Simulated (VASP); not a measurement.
Method: optB86b-vdW, VASP's PBE PAW potentials (set 64) (plane waves; VASP).

VASP ran on this input.

**POSCAR**
```
LiF
1
    0.0000000000     1.9725151552     1.9725151552
    1.9725151552     0.0000000000     1.9725151552
    1.9725151552     1.9725151552     0.0000000000
Li F
1 1
Direct
  1.0000000000   1.0000000000   0.0000000000
  0.5000000000   0.5000000000   0.5000000000
```

**INCAR**
```
SIGMA  =  0.05   ! width (eV)
LWAVE  =  .False.
GGA  =  MK
LREAL  =  .False.   ! projection in real space or not
ISIF  =  2   ! forces and stress, cell fixed
NELM  =  100   ! most electronic steps
LASPH  =  .True.   ! aspherical one-centre terms
EDIFF  =  1E-7   ! SCF stop (eV)
PARAM1  =  0.1234
ALGO  =  Normal
ISMEAR  =  0   ! Gaussian
AGGAC  =  0.0
LUSE_VDW  =  .True.
PREC  =  Accurate
SYSTEM  =  LiF
ENCUT  =  520   ! plane-wave cut-off (eV)
LCHARG  =  .False.
PARAM2  =  1.0
```

### KPOINTS
```
Automatic mesh
0
Gamma
11 11 11
0 0 0
```

POTCAR, in this order: Li_sv F (PBE.64 set). Program: vasp_std.

The run wrote:

OSZICAR:
```
       N       E                     dE             d eps       ncg     rms          rms(c)
DAV:   1     0.344090203280E+02    0.34409E+02   -0.58661E+03  1056   0.113E+03
DAV:   2    -0.643365289950E+01   -0.40843E+02   -0.39984E+02  1099   0.211E+02
DAV:   3    -0.745772690881E+01   -0.10241E+01   -0.10217E+01  1324   0.315E+01
DAV:   4    -0.746817364666E+01   -0.10447E-01   -0.10445E-01  1394   0.308E+00
DAV:   5    -0.746819851815E+01   -0.24871E-04   -0.24871E-04  1306   0.129E-01    0.449E+00
DAV:   6    -0.695643448313E+01    0.51176E+00   -0.26390E+00  1030   0.129E+01    0.136E+00
DAV:   7    -0.696006260508E+01   -0.36281E-02   -0.21729E-02  1375   0.164E+00    0.841E-01
DAV:   8    -0.696594069659E+01   -0.58781E-02   -0.15102E-02  1332   0.163E+00    0.969E-02
DAV:   9    -0.696603129060E+01   -0.90594E-04   -0.10004E-03  1112   0.352E-01    0.410E-02
DAV:  10    -0.696609262338E+01   -0.61333E-04   -0.13315E-04  1096   0.116E-01    0.939E-03
DAV:  11    -0.696609385256E+01   -0.12292E-05   -0.33344E-06  1338   0.242E-02    0.185E-03
DAV:  12    -0.696609436149E+01   -0.50893E-06   -0.52935E-07  1126   0.832E-03    0.145E-03
DAV:  13    -0.696609442367E+01   -0.62180E-07   -0.12917E-07   973   0.377E-03
   1 F= -.69660944E+01 E0= -.69660944E+01  d E =-.131172E-18
```

File OUTCAR:
```
------------------------ aborting loop because EDIFF is reached ----------------------------------------
  FORCE on cell =-STRESS in cart. coord.  units (eV):
  Direction    XX          YY          ZZ          XY          YZ          ZX
  --------------------------------------------------------------------------------------
  Total        0.4801788      0.4801788      0.4801788     -0.0000000     -0.0000000      0.0000000
  in kB       50.1213202     50.1213202     50.1213202     -0.0000000     -0.0000000      0.0000000
  external PRESSURE =      50.1213202 kB  Pullay stress =       0.0000000 kB
  volume of cell :       15.35
      direct lattice vectors                 reciprocal lattice vectors
     0.000000000  1.972515155  1.972515155    -0.253483477  0.253483477  0.253483477
     1.972515155  0.000000000  1.972515155     0.253483477 -0.253483477  0.253483477
     1.972515155  1.972515155  0.000000000     0.253483477  0.253483477 -0.253483477
  FREE ENERGIE OF THE ION-ELECTRON SYSTEM (eV)
  ---------------------------------------------------
  free  energy   TOTEN  =        -6.9660944237 eV

  energy  without entropy=       -6.9660944237  energy(sigma->0) =       -6.96609442
```
(Selected blocks of OUTCAR.)

OUTCAR:
```
 val. band max:       -0.7546708250   @ k =   0.0000   0.0000   0.0000

 cond. band min:       9.0364520349   @ k =   0.0000   0.0000   0.0000


 Fermi energy:        -0.4586243245

 k-point     1 :       0.0000    0.0000    0.0000
  band No.  band energies     occupation
      1     -41.3913      2.00000
      2     -20.7873      2.00000
      3      -0.7547      2.00000
      4      -0.7547      2.00000
      5      -0.7547      2.00000
      6       9.0365      0.00000
      7      24.0684      0.00000
      8      24.0686      0.00000
      9      24.0879      0.00000

 k-point     2 :       0.0909    0.0000    0.0000
  band No.  band energies     occupation
      1     -41.3851      2.00000
      2     -20.7510      2.00000
      3      -1.0093      2.00000
      4      -0.7759      2.00000
      5      -0.7759      2.00000
      6       9.2774      0.00000
      7      21.4381      0.00000
      8      22.8260      0.00000
      9      22.8261      0.00000

 k-point     3 :       0.1818    0.0000    0.0000
  band No.  band energies     occupation
      1     -41.3687      2.00000
      2     -20.6526      2.00000
      3      -1.6453      2.00000
      4      -0.8318      2.00000
      5      -0.8318      2.00000
      6       9.8234      0.00000
      7      19.0531      0.00000
      8      21.3940      0.00000
      9      21.3940      0.00000

 k-point     4 :       0.2727    0.0000    0.0000
  band No.  band energies     occupation
      1     -41.3472      2.00000
      2     -20.5184      2.00000
      3      -2.4028      2.00000
      4      -0.9027      2.00000
      5      -0.9027      2.00000
      6      10.3119      0.00000
      7      17.5383      0.00000
      8      20.1282      0.00000
      9      20.1282      0.00000

 k-point     5 :       0.3636    0.0000    0.0000
  band No.  band energies     occupation
      1     -41.3274      2.00000
      2     -20.3897      2.00000
      3      -3.0468      2.00000
...
```

The compound is LiF in the rock salt structure. This cell is one point of a volume scan, at 0.94 of the reference volume.
